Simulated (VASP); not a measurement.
OSZICAR of a VASP run on TiB2 (AlB2 type):

### OSZICAR
```
       N       E                     dE             d eps       ncg     rms          rms(c)
DAV:   1     0.125013950848E+03    0.12501E+03   -0.94149E+03  3284   0.159E+03
DAV:   2    -0.230104571291E+02   -0.14802E+03   -0.14473E+03  3356   0.394E+02
DAV:   3    -0.319121737475E+02   -0.89017E+01   -0.88206E+01  4817   0.935E+01
DAV:   4    -0.322112077903E+02   -0.29903E+00   -0.29804E+00  4134   0.155E+01
DAV:   5    -0.322189092452E+02   -0.77015E-02   -0.76893E-02  4859   0.223E+00    0.173E+01
DAV:   6    -0.268936018492E+02    0.53253E+01   -0.26623E+01  4302   0.613E+01    0.386E+00
DAV:   7    -0.269219803115E+02   -0.28378E-01   -0.17803E+00  3686   0.161E+01    0.350E+00
DAV:   8    -0.269247885498E+02   -0.28082E-02   -0.15470E-01  4833   0.355E+00    0.748E-01
DAV:   9    -0.269207055301E+02    0.40830E-02   -0.59370E-02  4334   0.340E+00    0.292E-01
DAV:  10    -0.269198809871E+02    0.82454E-03   -0.55195E-03  4156   0.106E+00    0.733E-02
DAV:  11    -0.269198562714E+02    0.24716E-04   -0.23816E-04  4646   0.187E-01    0.595E-02
DAV:  12    -0.269198552342E+02    0.10371E-05   -0.12629E-04  4171   0.152E-01    0.113E-02
DAV:  13    -0.269198481434E+02    0.70908E-05   -0.13550E-05  4069   0.505E-02    0.347E-03
DAV:  14    -0.269198495325E+02   -0.13891E-05   -0.49927E-07  3964   0.881E-03    0.777E-04
DAV:  15    -0.269198498720E+02   -0.33947E-06   -0.54102E-08  1886   0.269E-03    0.264E-04
DAV:  16    -0.269198498591E+02    0.12925E-07   -0.15752E-08  1748   0.122E-03
   1 F= -.26919850E+02 E0= -.26919850E+02  d E =0.000000E+00
```

Q: Which electronic solver shows in the log?

A: It is blocked Davidson (ALGO = Normal, or the opening steps of other solvers). The INCAR had ALGO = Normal.

Q: Can the final energy be trusted as converged?

A: Self-consistency was reached. It stopped with EDIFF = 1E-7, NELM = 100 (LDA (Ceperley-Alder, Perdew-Zunger), plane waves, VASP's LDA PAW potentials (set 64)).

The compound is TiB2 in the AlB2 type structure. It was relaxed first.
